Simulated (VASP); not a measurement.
Here is a VASP 6.6.1 calculation.

INCAR

```
PREC = Accurate ; ENCUT = 520
EDIFF = 1E-6 ; ISMEAR = 0
SIGMA = 0.15 ; LREAL = False
LASPH = True ; NELM = 100
ALGO = Fast ; ISIF = 2
LWAVE = False ; LCHARG = False
NBANDS = 15
```

File KPOINTS:

```
Automatic mesh
0
Gamma
  18 18 18
```

Contents of POSCAR:

```
TaN
1.0
    0.0000000000      2.1742693740      2.1742693740
    2.1742693740      0.0000000000      2.1742693740
    2.1742693740      2.1742693740      0.0000000000
Ta N
1 1
Direct
    0.4991277432      0.5008722568      0.5008722568
    0.0112681530     -0.0112681530     -0.0112681530
```

Potentials or basis: VASP PAW LDA potentials, release 64 (Ta_pv, N).

Command:

```sh
$ cat potpaw_LDA.64/Ta_pv/POTCAR potpaw_LDA.64/N/POTCAR > POTCAR
$ mpirun -np 1 vasp_std > vasp.out
```

(1) Estimate the largest force.

(2) Estimate the pressure.

(3) What does it give for the band gap on the k mesh?

Results:

(1) 0.472 eV/Å.

(2) 2.5 GPa.

(3) none (metal or under the smearing width).
